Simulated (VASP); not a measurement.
Energy against volume of SiO2 (rutile). Computed with PW91 GGA, VASP's PBE PAW potentials (set 64) (plane waves; VASP). Numerical set-up: 520 eV cut-off, 5×5×8 Γ-centred mesh, Gaussian smearing of 0.050 eV, potentials Si O.

Shape and ions are relaxed at each volume.

| V (Å³/atom) | E (eV/atom) |
|---|---|
| 7.793 | -7.76110 |
| 8.034 | -7.76803 |
| 8.275 | -7.76299 |
| 8.516 | -7.74829 |

### Question
Fit these four points and predict the energy of the run at 7.552 Å³/atom.

### Answer
A cubic in V^(−2/3), the third-order Birch-Murnaghan form, passes through the four points with V0 = 8.04 Å³/atom and B0 = 262 GPa, and gives -7.7394 eV/atom there. The run gave -7.7396 eV/atom, -0.2 meV/atom from the fit; all five points give B0 = 261 GPa.

The compound is SiO2 in the rutile structure, stishovite, a high-pressure form. It was relaxed first.
